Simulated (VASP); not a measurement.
Level of theory: PBE GGA, VASP's PBE PAW potentials (set 64) (plane waves; VASP 6.6.1).

VASP input:

### INCAR
```
# general
SYSTEM =La2O3
PREC   =Accurate
ENCUT  =400
LREAL  =.FALSE.
LASPH  =.TRUE.

# electronic loop
EDIFF  =1E-6
NELM   =100
ALGO   =Normal
LMAXMIX=6

# smearing
ISMEAR =0
SIGMA  =0.01

# functional
GGA    =PE

# ions
ISIF   =2

# output
LWAVE  =.FALSE.
LCHARG =.FALSE.
```

**KPOINTS**
```
Automatic mesh
0
Gamma
7 7 4
0 0 0
```

POSCAR:
```
La2O3
1
    3.8799000000     0.0000000000     0.0000000000
   -1.9399500000     3.3600920000     0.0000000000
    0.0000000000     0.0000000000     6.0328370000
La O
2 3
Direct
  0.6666670000   0.3333330000   0.7537600000
  0.3333330000   0.6666670000   0.2462400000
  0.6666670000   0.3333330000   0.3541100000
  0.3333330000   0.6666670000   0.6458900000
  0.0000000000   0.0000000000   0.0000000000
```

POTCAR, in this order: La O (PBE.64 set). Program: vasp_std.

The resulting files:

**OSZICAR**
```
       N       E                     dE             d eps       ncg     rms          rms(c)
DAV:   1     0.444308967683E+03    0.44431E+03   -0.13433E+04  1352   0.209E+03
DAV:   2     0.830425730240E+02   -0.36127E+03   -0.35625E+03  1960   0.400E+02
DAV:   3    -0.292281081172E+02   -0.11227E+03   -0.11097E+03  2480   0.204E+02
DAV:   4    -0.463498962403E+02   -0.17122E+02   -0.17115E+02  2344   0.861E+01
DAV:   5    -0.473323574461E+02   -0.98246E+00   -0.98214E+00  2520   0.261E+01    0.149E+01
DAV:   6    -0.418077457560E+02    0.55246E+01   -0.47734E+01  2096   0.428E+01    0.757E+00
DAV:   7    -0.417903419120E+02    0.17404E-01   -0.48181E+00  2560   0.234E+01    0.370E+00
DAV:   8    -0.417800569354E+02    0.10285E-01   -0.46391E-01  2416   0.620E+00    0.134E+00
DAV:   9    -0.417802986421E+02   -0.24171E-03   -0.70494E-02  2456   0.228E+00    0.394E-01
DAV:  10    -0.417823092875E+02   -0.20106E-02   -0.38241E-02  2200   0.140E+00    0.197E-01
DAV:  11    -0.417828939849E+02   -0.58470E-03   -0.11112E-02  2360   0.816E-01    0.121E-01
DAV:  12    -0.417830754357E+02   -0.18145E-03   -0.21250E-03  2144   0.341E-01    0.365E-02
DAV:  13    -0.417831351871E+02   -0.59751E-04   -0.66353E-04  2384   0.185E-01    0.241E-02
DAV:  14    -0.417831392913E+02   -0.41041E-05   -0.10107E-04  2328   0.929E-02    0.482E-03
DAV:  15    -0.417831395113E+02   -0.22005E-06   -0.84726E-06  2016   0.281E-02
   1 F= -.41783140E+02 E0= -.41783140E+02  d E =-.239805E-23
```

File OUTCAR:
```
------------------------ aborting loop because EDIFF is reached ----------------------------------------
  FORCE on cell =-STRESS in cart. coord.  units (eV):
  Direction    XX          YY          ZZ          XY          YZ          ZX
  --------------------------------------------------------------------------------------
  Total        1.9718501      1.9718502      1.4623491      0.0000000      0.0000000      0.0000000
  in kB       40.1690163     40.1690172     29.7898532      0.0000000      0.0000000      0.0000000
  external PRESSURE =      36.7092956 kB  Pullay stress =       0.0000000 kB
  volume of cell :       78.65
      direct lattice vectors                 reciprocal lattice vectors
     3.879900000  0.000000000  0.000000000     0.257738602  0.148805449  0.000000000
    -1.939950000  3.360092000  0.000000000     0.000000000  0.297610899  0.000000000
     0.000000000  0.000000000  6.032837000     0.000000000  0.000000000  0.165759493
 POSITION                                       TOTAL-FORCE (eV/Angst)
 -----------------------------------------------------------------------------------
      1.93995      1.12003      4.54731         0.000000      0.000000      0.307066
     -0.00000      2.24006      1.48553        -0.000000     -0.000000     -0.307066
      1.93995      1.12003      2.13629         0.000000     -0.000000      0.042164
     -0.00000      2.24006      3.89655        -0.000000      0.000000     -0.042164
      0.00000      0.00000      0.00000        -0.000000      0.000000     -0.000000
 -----------------------------------------------------------------------------------
    total drift:                                0.000000     -0.000000      0.000000
  FREE ENERGIE OF THE ION-ELECTRON SYSTEM (eV)
  ---------------------------------------------------
  free  energy   TOTEN  =       -41.7831395113 eV

  energy  without entropy=      -41.7831395113  energy(sigma->0) =      -41.78313951
```
(Selected blocks of OUTCAR.)

At this cut-off the stress carries a Pulay error, which pulls relaxed volumes low.

The structure comes from a computed database's La2O3 entry; how it stands against other phases isn't given here. The cell was not relaxed at this level, and its volume differs by -5.9 % from the start's.
